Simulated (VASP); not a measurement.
HfV$_{3}$N$_{4}$ (ordered alloy cell): computed properties

Method: PBEsol GGA, VASP's PBE PAW potentials (set 64) (plane waves; VASP).

```json
{
 "space_group": "Cmmm (65)",
 "cell": "a = 5.908 Å, b = 8.404 Å, c = 2.974 Å, α = β = γ = 90.00°",
 "volume_per_atom": "9.23 Å³/atom",
 "band gap (over mesh and band path)": "none (metal, semimetal or under 0.01 eV)",
 "density": "8.71 g/cm³"
}
```

```xyz
8
Lattice="0.0142 4.1919 4.2019 4.1919 0.0142 4.2019 2.1031 2.1031 0.0000" Properties=species:S:1:pos:R:3 pbc="T T T"
V      6.2950     2.1173     4.2019
V      2.0960     0.0071     2.1010
V      6.3021     4.2132     6.3029
N      2.1031     2.1031     2.0424
N      4.2520     2.0572     4.2019
N      2.0572     4.2520     4.2019
N      4.2061     4.2061     6.3615
Hf     2.1031     2.1031     4.2019
```

Unless said otherwise, spin-orbit coupling is left out, though it shifts the bands of the heavy elements here.

The structure was generated: HfV3N4 was put into an ordered model structure (Cmmm), which need not be its known phase. It was relaxed first. Symmetry was kept, so distortions that lower it aren't found. The run is not spin-polarised, so no magnetic state was tried. The electron count is odd and the run is not spin-polarised, which forces a metal.
